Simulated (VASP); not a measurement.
Given:

```
CELL_PARAMETERS angstrom
      0.00000     2.34546     2.34546
      2.34546     0.00000     2.34546
      2.34546     2.34546     0.00000
ATOMIC_POSITIONS crystal
  Na 0.00000 0.00000 0.00000
  F  0.50000 0.50000 0.50000
```

Level of theory: PBE GGA, VASP's PBE PAW potentials (set 64) (plane waves; VASP). Run with PREC = Normal, 500 eV cut-off, 6×6×6 Γ-centred mesh, Gaussian smearing of 0.010 eV, potentials Na_sv_GW F_GW_new.

**Question.** What does the run give for the energy per atom (σ→0), pressure, band gap (on the k-mesh) with the smallest direct gap where there is one?

**Answer.** 
The band gap (on the k-mesh) is 6.12 eV. The smallest direct gap (on the k-mesh) is 6.12 eV and the energy per atom (σ→0) comes out as -5.324 eV/atom. The pressure is -3.79 GPa.

The compound is NaF in the rock salt structure. This cell is one point of a volume scan, at 1.04 of the reference volume.
